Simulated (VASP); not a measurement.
Given:

```
CELL_PARAMETERS angstrom
      0.00000     2.42614     2.42614
      2.42614     0.00000     2.42614
      2.42614     2.42614     0.00000
ATOMIC_POSITIONS crystal
  Zr 0.00000 0.00000 0.00000
  C  0.50000 0.50000 0.50000
```

The numbers are results of PBE GGA, VASP's PBE PAW potentials (set 64) (plane waves; VASP 6.6.1), not measurements. Settings: 600 eV cut-off, 12×12×12 Γ-centred mesh, first-order Methfessel-Paxton smearing of 0.10 eV, potentials Zr_sv C.

Task: Give the stress tensor in GPa (positive for a compressed cell).

Result: 
```
-16.50    0.00    0.00
  0.00  -16.50    0.00
  0.00    0.00  -16.50
```
The pressure is its mean diagonal, -16.50 GPa.

The compound is ZrC in the rock salt structure. This cell was strained or had an atom moved on purpose.
